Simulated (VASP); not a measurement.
An input for Ansatz (written as the equivalent of a VASP run, and not itself run):

Ansatz 0.2 input:
```yaml
crystal:
  lattice:
    - [-1.9008506, 1.9008506, 1.9008506]
    - [1.9008506, -1.9008506, 1.9008506]
    - [1.9008506, 1.9008506, -1.9008506]
  atoms:
    - { symbol: K, position: [0.0000000, 0.0000000, 0.0000000] }
kpoints:
  mp_grid: { grid: [13, 13, 13] }
hamiltonian:
  xc: pbe
  pseudopotentials: { kind: paw }
scf:
  occupations: { method: methfessel_paxton, width: 0.1 }
  max_iter: 100
relax:
  max_steps: 40
  f_tol: 0.02
  cell: { p_target: 20 }
output: { forces: true, stress: true, eigenvalues: true }
```

Write the VASP files for the same calculation (PBE).

This is not unique; one that fits is 
**KPOINTS**
```
kpoints
0
G
  13 13 13
0 0 0
```

### INCAR
```
SYSTEM = K
PREC = Accurate; ENCUT = 500; LREAL = .False.
LASPH = .True.
EDIFF = 1E-6; NELM = 100; ALGO = Normal
ISMEAR = 1; SIGMA = 0.1
GGA = PE
IBRION = 2; NSW = 40; ISIF = 3
EDIFFG = -0.02; PSTRESS = 200
LWAVE = .False.; LCHARG = .False.
```

### POSCAR
```
K
1
   -1.9008506018     1.9008506018     1.9008506018
    1.9008506018    -1.9008506018     1.9008506018
    1.9008506018     1.9008506018    -1.9008506018
K
1
Direct
  0.0000000000   0.0000000000   0.0000000000
```

POTCAR, in this order: K_sv (PBE.64 set). Program: vasp_std.

The two are equivalent in intent, not identical: each code has its own PAW files, so the cut-off isn't converted (ENCUT is set for VASP's; basis.ecutwfc is left out, and Ansatz then takes the one that its files recommend); Ansatz stops its SCF on the density residual and VASP on the energy change (EDIFF).

The compound is K in the bcc structure. This run relaxes it under an external pressure of 20 GPa. Symmetry was kept, so distortions that lower it aren't found.
